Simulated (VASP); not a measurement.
Level of theory: TPSS meta-GGA, VASP's PBE PAW potentials (set 64) (plane waves; VASP 6.6.1).

VASP input:

File KPOINTS:
```
Automatic mesh
0
Gamma
9 9 9
0 0 0
```

**POSCAR**
```
MgS
1
    0.0000000000     2.6082061970     2.6082061970
    2.6082061970     0.0000000000     2.6082061970
    2.6082061970     2.6082061970     0.0000000000
Mg S
1 1
Direct
  0.0000000000   0.0000000000   0.0000000000
  0.5000000000   0.5000000000   0.5000000000
```

**INCAR**
```
SYSTEM = MgS
PREC = Accurate; ENCUT = 520; LREAL = .FALSE.
LASPH = .TRUE.
EDIFF = 1E-7; NELM = 100; ALGO = Normal
LMIXTAU = .TRUE.
ISMEAR = 0; SIGMA = 0.05
METAGGA = TPSS
ISIF = 2
LWAVE = .FALSE.; LCHARG = .FALSE.
```

POTCAR, in this order: Mg S (PBE.64 set). Program: vasp_std.

The run wrote:

OUTCAR:
```
 ion  position               nearest neighbor table
   1  0.000  0.000  0.000-   2 2.61   2 2.61   2 2.61   2 2.61   2 2.61   2 2.61
   2  0.500  0.500  0.500-   1 2.61   1 2.61   1 2.61   1 2.61   1 2.61   1 2.61
  LATTYP: Found a face centered cubic cell.
 ALAT       =     5.2164123940
 Subroutine PRICEL returns:
 Original cell was already a primitive cell.
 Subroutine GETGRP returns: Found 48 space group operations
The static configuration has the point symmetry O_h .
The dynamic configuration has the point symmetry O_h .
 Subroutine INISYM returns: Found 48 space group operations
 Subroutine IBZKPT returns following result:
 Found     35 irreducible k-points:

 Following reciprocal coordinates:
            Coordinates               Weight
  0.000000  0.000000  0.000000      1.000000
  0.111111  0.000000  0.000000      8.000000
  0.222222  0.000000  0.000000      8.000000
  0.333333  0.000000  0.000000      8.000000
  0.444444  0.000000  0.000000      8.000000
  0.111111  0.111111  0.000000      6.000000
  0.222222  0.111111  0.000000     24.000000
  0.333333  0.111111  0.000000     24.000000
  0.444444  0.111111  0.000000     24.000000
...
```

**OSZICAR**
```
       N       E                     dE             d eps       ncg     rms          rms(c)
DAV:   1     0.254069955751E+02    0.25407E+02   -0.39001E+03   560   0.883E+02
DAV:   2    -0.148810126375E+02   -0.40288E+02   -0.38329E+02   784   0.159E+02
DAV:   3    -0.167058117973E+02   -0.18248E+01   -0.17356E+01   744   0.408E+01
DAV:   4    -0.167235277106E+02   -0.17716E-01   -0.17716E-01   952   0.414E+00
DAV:   5    -0.167235502948E+02   -0.22584E-04   -0.22584E-04   840   0.121E-01    0.531E+00
DAV:   6    -0.176676203347E+02   -0.94407E+00   -0.39473E+00   560   0.301E+01    0.246E+00
DAV:   7    -0.176725928115E+02   -0.49725E-02   -0.13285E+00   656   0.831E+00    0.182E+00
DAV:   8    -0.176954742071E+02   -0.22881E-01   -0.11591E-01   568   0.444E+00    0.147E+00
DAV:   9    -0.176750376639E+02    0.20437E-01   -0.48977E-02   576   0.291E+00    0.343E-01
DAV:  10    -0.177060365074E+02   -0.30999E-01   -0.57257E-02   560   0.290E+00    0.233E-01
DAV:  11    -0.177175880606E+02   -0.11552E-01   -0.33780E-03   688   0.754E-01    0.287E-01
DAV:  12    -0.177175531410E+02    0.34920E-04   -0.10246E-04   808   0.121E-01    0.400E-01
DAV:  13    -0.177176860622E+02   -0.13292E-03   -0.47222E-04   600   0.126E-01    0.639E-02
DAV:  14    -0.177177039758E+02   -0.17914E-04   -0.11693E-04   592   0.887E-02    0.723E-02
DAV:  15    -0.177177202703E+02   -0.16294E-04   -0.62956E-06   648   0.285E-02    0.472E-02
DAV:  16    -0.177177160186E+02    0.42517E-05   -0.10846E-05   600   0.206E-02    0.867E-03
DAV:  17    -0.177177179917E+02   -0.19730E-05   -0.29884E-07   648   0.712E-03    0.483E-04
DAV:  18    -0.177177175494E+02    0.44230E-06   -0.36271E-08   360   0.253E-03    0.101E-03
DAV:  19    -0.177177179780E+02   -0.42860E-06   -0.27848E-08   304   0.160E-03    0.891E-04
DAV:  20    -0.177177176271E+02    0.35088E-06   -0.34649E-09   296   0.844E-04    0.471E-04
DAV:  21    -0.177177176920E+02   -0.64927E-07   -0.46263E-10   296   0.178E-04
   1 F= -.17717718E+02 E0= -.17717718E+02  d E =-.452072E-16
```

File OUTCAR:
```
------------------------ aborting loop because EDIFF is reached ----------------------------------------
  FORCE on cell =-STRESS in cart. coord.  units (eV):
  Direction    XX          YY          ZZ          XY          YZ          ZX
  --------------------------------------------------------------------------------------
  Total       -0.0000222     -0.0000222     -0.0000222      0.0000000      0.0000000      0.0000000
  in kB       -0.0010012     -0.0010012     -0.0010012      0.0000000      0.0000000      0.0000000
  external PRESSURE =      -0.0010012 kB  Pullay stress =       0.0000000 kB
  volume of cell :       35.49
      direct lattice vectors                 reciprocal lattice vectors
     0.000000000  2.608206197  2.608206197    -0.191702635  0.191702635  0.191702635
     2.608206197  0.000000000  2.608206197     0.191702635 -0.191702635  0.191702635
     2.608206197  2.608206197  0.000000000     0.191702635  0.191702635 -0.191702635
 POSITION                                       TOTAL-FORCE (eV/Angst)
 -----------------------------------------------------------------------------------
      0.00000      0.00000      0.00000         0.000000     -0.000000     -0.000000
      2.60821      2.60821      2.60821        -0.000000      0.000000      0.000000
 -----------------------------------------------------------------------------------
    total drift:                                0.000000      0.000000      0.000000
  FREE ENERGIE OF THE ION-ELECTRON SYSTEM (eV)
  ---------------------------------------------------
  free  energy   TOTEN  =       -17.7177176920 eV

  energy  without entropy=      -17.7177176920  energy(sigma->0) =      -17.71771769
```
(Selected blocks of OUTCAR.)

The compound is MgS in the rock salt structure. It was relaxed first.
